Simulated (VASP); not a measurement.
## TiAl3: relaxation of cell and atoms with r2SCAN

The system is TiAl3.

```xyz
4
Lattice="-1.9111 1.9111 4.2807 1.9111 -1.9111 4.2807 1.9111 1.9111 -4.2807" Properties=species:S:1:pos:R:3 pbc="T T T"
Ti    0.0000    0.0000    0.0000
Al    0.0000    0.0000    4.2807
Al    0.0000    1.9111    2.1403
Al    1.9111    0.0000    2.1403
```

The cell comes from a database or a generator and needn't be the stable form of this composition.

```json
{
  "Program": "VASP 6.6.1",
  "Task": "relaxation of cell and atoms",
  "Functional": "r2SCAN",
  "Potentials or basis": "VASP PAW PBE potentials, release 64 (Ti_sv, Al)",
  "Cutoff": "600 eV",
  "k mesh": "16 × 16 × 16",
  "Occupations": "gaussian, width 0.1 eV",
  "Spin": "no spin polarisation",
  "Further INCAR settings": "ALGO = Normal; EDIFF = 1e-07; IBRION = 2; EDIFFG = -0.005; NSW = 90; ISIF = 3"
}
```

- Pressure after relaxing: 0.0 GPa
- Band gap on the k mesh: none (metal or under the smearing width)

Final structure:
```yaml
crystal:
  lattice:
    - [-1.91111, 1.91111, 4.28067]
    - [1.91111, -1.91111, 4.28067]
    - [1.91111, 1.91111, -4.28067]
  atoms:
    - { symbol: Ti, position: [0.00000, 0.00000, 0.00000] }
    - { symbol: Al, position: [0.50000, 0.50000, 0.00000] }
    - { symbol: Al, position: [0.75000, 0.25000, 0.50000] }
    - { symbol: Al, position: [0.25000, 0.75000, 0.50000] }
```

Levels at points of the mesh, in eV from the Fermi level:
```tsv
k point	band 7	band 8	band 9	band 10	band 11	band 12	band 13	band 14
(0.00, 0.00, 0.00)	-2.90	-1.47	-1.32	-1.32	0.86	1.75	1.75	2.18
(0.50, 0.00, 0.00)	-3.90	-3.15	-1.16	-0.27	0.56	2.06	2.15	2.91
(0.50, 0.50, 0.00)	-4.57	-4.13	-3.03	-2.35	-1.06	1.95	2.24	2.76
(0.50, 0.50, 0.50)	-2.06	-1.06	-1.06	-0.28	0.78	0.78	0.99	3.21
```

Run time: 18 min on 1 thread of Intel(R) Xeon(R) 6975P-C (Granite Rapids) (shared host), peak memory 0.57 GiB.

Caveat: the relaxation stopped at its first step, so nothing moved; the PAW data sets were made with another functional, which shifts forces and pressure a little.
